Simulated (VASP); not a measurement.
```
BiVO4
1.0
   -2.56106     2.56106     5.79606
    2.56106    -2.56106     5.79606
    2.56106     2.56106    -5.79606
V Bi O
2 2 8
Direct
  0.49980   0.50047   0.00369
  0.25201   0.75529   0.50658
  0.00219   0.00210   0.00210
  0.74492   0.24888   0.49768
  0.17155   0.55696   0.88979
  0.31362   0.91710   0.89097
  0.67723   0.27966   0.11318
  0.03359   0.42440   0.11404
  0.57211   0.68817   0.60163
  0.43759   0.32803   0.60202
  0.07759   0.96859   0.38793
  0.71781   0.83035   0.39038
```

These are PBEsol GGA, VASP's PBE PAW potentials (set 64) (plane waves; VASP 6.6.1) values and carry that method's errors. Run with 400 eV cut-off, 3×3×4 Γ-centred mesh shifted by (0.5, 0.5, 0.5), Gaussian smearing of 0.050 eV, potentials V_sv Bi_d O.

At this cut-off the stress carries a Pulay error, which pulls relaxed volumes low. Energy and stress use the plane-wave basis of the starting cell.

Q: The ions, cell shape and volume are relaxed. What does this cell relax into?

A: 
```
BiVO4
1.0
   -2.53292     2.53387     5.71058
    2.53445    -2.53285     5.71081
    2.53203     2.53195    -5.71015
V Bi O
2 2 8
Direct
  0.50022   0.50027   0.00052
  0.24984   0.74972   0.49956
  0.00008   0.00013   0.00017
  0.75005   0.24987   0.49988
  0.17020   0.56180   0.89331
  0.31224   0.91917   0.89207
  0.66984   0.27716   0.10752
  0.02699   0.41954   0.10774
  0.57981   0.68795   0.60653
  0.43777   0.33136   0.60819
  0.07999   0.97244   0.39196
  0.72296   0.83059   0.39255
```
Space group I4_1/a (88), at a tolerance of 0.03 Å.

Q: How do energy and volume change from the first to the last step?

A: The energy (σ→0) changes by -15.1 meV/atom and the volume by -3.6 %, in 27 ionic steps.

The structure comes from a computed database's VBiO4 entry; how it stands against other phases isn't given here. In the starting cell atoms are displaced from their ideal sites. This run relaxes it. The k-mesh is coarse (spacing up to 0.45 per Å, 2π included), so the numbers may not be converged in it. The run is one of a series of settings (EDIFFG = -0.01, IBRION = 2, ISIF = 3, NSW = 50 against the base run), some of them coarse on purpose. The run is not spin-polarised, so no magnetic state was tried.
